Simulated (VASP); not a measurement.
Computed with PBE GGA, VASP's PBE PAW potentials (set 64) (plane waves; VASP).

VASP ran on this input.

File KPOINTS:
```
Automatic mesh
0
Monkhorst-Pack
5 5 4
0 0 0
```

POSCAR:
```
CuAu
7.340
  0.3814713896   0.0000000000   0.0000000000
  0.0000000000   0.3814713896   0.0000000000
  0.0000000000   0.0000000000   0.5000000000
Cu Au
1 1
Direct
  0.0000000000   0.0000000000   0.0000000000
  0.5000000000   0.5000000000   0.5000000000
```

### INCAR
```
! general
SYSTEM  = CuAu
PREC    = Accurate
ENCUT   = 400   ! plane-wave cut-off (eV)
LREAL   = .FALSE.   ! projection in real space or not
LASPH   = .TRUE.

! electronic loop
EDIFF   = 1E-6
NELM    = 100   ! most electronic steps
ALGO    = Normal
LMAXMIX = 6   ! l cut-off of mixed one-centre charges

! smearing
ISMEAR  = 1
SIGMA   = 0.1   ! width (eV)

! functional
GGA     = PE   ! PBE

! ions
ISIF    = 2   ! forces and stress, cell fixed

! output
LWAVE   = .FALSE.
LCHARG  = .FALSE.
```

POTCAR, in this order: Cu Au (PBE.64 set). Program: vasp_std.

Output

**OSZICAR**
```
       N       E                     dE             d eps       ncg     rms          rms(c)
DAV:   1     0.108984318807E+03    0.10898E+03   -0.98496E+03   384   0.170E+03
DAV:   2    -0.411417764122E+01   -0.11310E+03   -0.10764E+03   360   0.293E+02
DAV:   3    -0.800154789200E+01   -0.38874E+01   -0.38343E+01   479   0.632E+01
DAV:   4    -0.804163916997E+01   -0.40091E-01   -0.40088E-01   410   0.559E+00
DAV:   5    -0.804278260381E+01   -0.11434E-02   -0.11434E-02   549   0.106E+00    0.117E+01
DAV:   6    -0.748297796737E+01    0.55980E+00   -0.79045E+00   388   0.825E+01    0.549E+00
DAV:   7    -0.715107468779E+01    0.33190E+00   -0.29980E+00   451   0.863E+01    0.559E+00
DAV:   8    -0.709468196676E+01    0.56393E-01   -0.25363E-01   499   0.137E+01    0.264E+00
DAV:   9    -0.708739020544E+01    0.72918E-02   -0.28917E-02   561   0.490E+00    0.158E-01
DAV:  10    -0.708707170960E+01    0.31850E-03   -0.38142E-03   554   0.129E+00    0.932E-02
DAV:  11    -0.708706982190E+01    0.18877E-05   -0.11688E-04   553   0.283E-01    0.357E-02
DAV:  12    -0.708706413925E+01    0.56827E-05   -0.97739E-06   539   0.998E-02    0.228E-03
DAV:  13    -0.708706385515E+01    0.28409E-06   -0.38181E-07   236   0.189E-02
   1 F= -.70870639E+01 E0= -.70867424E+01  d E =-.964243E-03
```

### OUTCAR
```
------------------------ aborting loop because EDIFF is reached ----------------------------------------
  FORCE on cell =-STRESS in cart. coord.  units (eV):
  Direction    XX          YY          ZZ          XY          YZ          ZX
  --------------------------------------------------------------------------------------
  Total        1.3590094      1.3590094      0.8091312      0.0000000      0.0000000      0.0000000
  in kB       75.6747349     75.6747349     45.0554596      0.0000000      0.0000000      0.0000000
  external PRESSURE =      65.4683098 kB  Pullay stress =       0.0000000 kB
  volume of cell :       28.77
      direct lattice vectors                 reciprocal lattice vectors
     2.800000000  0.000000000  0.000000000     0.357142857  0.000000000  0.000000000
     0.000000000  2.800000000  0.000000000     0.000000000  0.357142857  0.000000000
     0.000000000  0.000000000  3.670000000     0.000000000  0.000000000  0.272479564
 POSITION                                       TOTAL-FORCE (eV/Angst)
 -----------------------------------------------------------------------------------
      0.00000      0.00000      0.00000         0.000000      0.000000      0.000000
      1.40000      1.40000      1.83500         0.000000      0.000000      0.000000
 -----------------------------------------------------------------------------------
    total drift:                                0.000000     -0.000000     -0.000000
  FREE ENERGIE OF THE ION-ELECTRON SYSTEM (eV)
  ---------------------------------------------------
  free  energy   TOTEN  =        -7.0870638552 eV

  energy  without entropy=       -7.0860996125  energy(sigma->0) =       -7.08674244
```
(Selected blocks of OUTCAR.)

The compound is CuAu in the L1_0 structure. The cell was not relaxed at this level. The k-mesh is coarse (spacing up to 0.45 per Å, 2π included), so the numbers may not be converged in it. The run is one of a series of settings (KPOINTS 5×5×4 Monkhorst-Pack mesh against the base run), some of them coarse on purpose.
